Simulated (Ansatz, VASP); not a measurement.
# Cross-check of NaGeCl3 between VASP and Ansatz, part 2 of 2

One calculation is typed for both programs; each brings its own data sets. How far apart do they land? The cell is generated by rule, not measured, and may not be a known phase. The cell is taken from a series of runs on this material, whose earlier steps may have relaxed, scaled, displaced or heated it; both programs get it as it stands.

VASP 6.6.1 and Ansatz 0.2.0.

So far: Set-up; Ansatz: relaxation of cell and atoms, PBEsol; VASP: relaxation of cell and atoms, PBEsol.

## 3. VASP: relaxation of cell and atoms, PBEsol (continued)

Level of this step: PBEsol; plane waves and PAW (Na_pv, Ge_d, Cl); invented cell (VASP).

Numbers of over 12 decimals in the logs are rounded to 6 here.

OUTCAR, selected parts (step 3):

```text
ion  position               nearest neighbor table
   1  0.000  0.000  0.000-
   2  0.500  0.500  0.500-   3 2.57   4 2.57   5 2.57   3 2.57   4 2.57   5 2.57
   3  0.500  0.500  0.000-   2 2.57   2 2.57
   4  0.500  0.000  0.500-   2 2.57   2 2.57
   5  0.000  0.500  0.500-   2 2.57   2 2.57

  LATTYP: Found a simple cubic cell.
 ALAT       =     5.1317720000

 Subroutine GETGRP returns: Found 48 space group operations
 (whereof 48 operations were pure point group operations)

The static configuration has the point symmetry O_h .

 Found     20 irreducible k-points:

   k-points           NKPTS =     20   k-points in BZ     NKDIM =     20   number of bands    NBANDS=     27

   dimension x,y,z NGX =    40 NGY =   40 NGZ =   40
   dimension x,y,z NGXF=    80 NGYF=   80 NGZF=   80

   ENCUT  =  500.0 eV  36.75 Ry    6.06 a.u.   9.36  9.36  9.36*2*pi/ulx,y,z

   NELECT =      42.0000    total number of electrons

 k-points in reciprocal lattice and weights: Automatic mesh
   0.00000000  0.00000000  0.00000000       0.005
   0.16666667  0.00000000  0.00000000       0.028
   0.33333333  0.00000000  0.00000000       0.028
   0.50000000  0.00000000  0.00000000       0.014
   0.16666667  0.16666667  0.00000000       0.056
   0.33333333  0.16666667  0.00000000       0.111
   0.50000000  0.16666667  0.00000000       0.056
   0.33333333  0.33333333  0.00000000       0.056
   0.50000000  0.33333333  0.00000000       0.056
[...]
0.50000000  0.50000000  0.33333333       0.028
   0.50000000  0.50000000  0.50000000       0.005

 average (electrostatic) potential at core
       1 -48.5988       2 -77.2258       3 -93.8357       4 -93.8357       5 -93.8357

 E-fermi :   3.1012

 k-point     1 :       0.0000    0.0000    0.0000
  band No.  band energies     occupation
    ...
     17      -0.9492      2.00000
     18      -0.9492      2.00000
     19      -0.8663      2.00000
     20      -0.8663      2.00000
     21      -0.8663      2.00000
     22       3.7663      0.00000
     23       7.8495      0.00000
     24       7.8495      0.00000
     25       7.8961      0.00000
     26       7.8961      0.00000
    ...

 k-point     2 :       0.1667    0.0000    0.0000
  band No.  band energies     occupation
    ...
     17      -1.0217      2.00000
     18      -0.9925      2.00000
     19      -0.8898      2.00000
     20      -0.8898      2.00000
     21      -0.8246      2.00000
     22       4.0636      0.00000
     23       7.3979      0.00000
     24       7.6458      0.00000
     25       7.8086      0.00000
     26       7.8086      0.00000
    ...

 k-point     3 :       0.3333    0.0000    0.0000
  band No.  band energies     occupation
    ...
     17      -1.2161      2.00000
     18      -1.0762      2.00000
     19      -0.8914      2.00000
     20      -0.8914      2.00000
     21      -0.2790      2.00000
     22       4.7962      0.00000
     23       5.4864      0.00000
     24       6.9416      0.00000
     25       7.7852      0.00000
     26       7.7852      0.00000
    ...

  Total        0.0044364      0.0044364      0.0044364      0.0000000      0.0000000     -0.0000000
  in kB        0.0526348      0.0526348      0.0526348      0.0000000      0.0000000     -0.0000000
  external PRESSURE =       0.0526348 kB  Pullay stress =       0.0000000 kB

  energy-cutoff  :      500.00
  volume of cell :      135.04
      direct lattice vectors                 reciprocal lattice vectors
     5.130462481  0.000000000  0.000000000     0.194914202 -0.000000000  0.000000000
     0.000000000  5.130462481  0.000000000    -0.000000000  0.194914202  0.000000000
    -0.000000000 -0.000000000  5.130462481    -0.000000000  0.000000000  0.194914202

 POSITION                                       TOTAL-FORCE (eV/Angst)
 -----------------------------------------------------------------------------------
      0.00000      0.00000      0.00000        -0.000000     -0.000000      0.000000
      2.56523      2.56523      2.56523         0.000000      0.000000      0.000000
      2.56523      2.56523      0.00000        -0.000000     -0.000000      0.000000
      2.56523     -0.00000      2.56523        -0.000000     -0.000000      0.000000
      0.00000      2.56523      2.56523        -0.000000     -0.000000      0.000000
 -----------------------------------------------------------------------------------
    total drift:                               -0.000000      0.000000     -0.000000

  FREE ENERGIE OF THE ION-ELECTRON SYSTEM (eV)
  ---------------------------------------------------
  free  energy   TOTEN  =       -17.6610466644 eV

  energy  without entropy=      -17.6610466644  energy(sigma->0) =      -17.66104666

 reached required accuracy - stopping structural energy minimisation

 total charge
# of ion       s       p       d       tot
------------------------------------------
    1        0.010   5.954   0.000   5.964
    2        1.405   0.615  10.053  12.073
    3        1.595   3.484   0.000   5.079
    4        1.595   3.484   0.000   5.079
    5        1.595   3.484   0.000   5.079
--------------------------------------------------
tot          6.200  17.021  10.053  33.275

[... 3 further parts left out ...]
```

CONTCAR:

```
NaGeCl3
   1.00000000000000
     5.1304624808679202    0.0000000000000000    0.0000000000000000
     0.0000000000000000    5.1304624808679202    0.0000000000000000
    -0.0000000000000000   -0.0000000000000000    5.1304624808679202
  Na              Ge              Cl
     1     1     3
Direct
     0.0000000000000000    0.0000000000000000    0.0000000000000000
     0.5000000000000000    0.5000000000000000    0.5000000000000000
     0.5000000000000000    0.5000000000000000    0.0000000000000000
     0.5000000000000000    0.0000000000000000    0.5000000000000000
     0.0000000000000000    0.5000000000000000    0.5000000000000000
```

## 4. Side by side

Known differences besides the potentials themselves: fixed occupations in Ansatz, narrow Gaussian smearing in VASP; the data sets hold 44 valence electrons in Ansatz (on its default PAW (the set named soft_2) files) and 42 in VASP; the cutoff is 420 eV in Ansatz and 500 eV in VASP; Ansatz makes its cores anew for this functional, VASP keeps those of its PBE data sets; Ansatz adds a Pulay correction to the stress that steers its cell, VASP none. Total energies have different zeros and are not compared.

Both answers:

| quantity | Ansatz | VASP | difference |
| --- | --- | --- | --- |
| volume (Å³) | 135.15 | 135.04 | +0.08 % |
| edge a after relaxation, in the typed setting (Å) | 5.132 | 5.130 | +0.03 % |

## 5. What came out

```
difference in volume (relaxation of cell and atoms, PBEsol) : 0.077 %
```

The difference in volume is 0.077 % (relaxation of cell and atoms, PBEsol), within the 1.2 % picked in this series as the mark of a large difference, as far as the stopping tolerances let one tell. The data sets hold unlike numbers of valence electrons (44 in Ansatz and 42 in VASP), so part of the differences comes from the potentials. How closely two codes agree says nothing of how well the functional describes the real material.

[Lines on the potential files, build, host, timing and source positions are cut from VASP's logs without a mark.]

[Logs are printed without paths, hosts, clocks, repeated set-up lines and the standing remarks that a program may print on its own settings, such as how far it seeks lower states.]

[Hosts, paths, dates, database ids (printed as entryN), source tags and the programs' standing remarks are cut or masked in the printed files.]
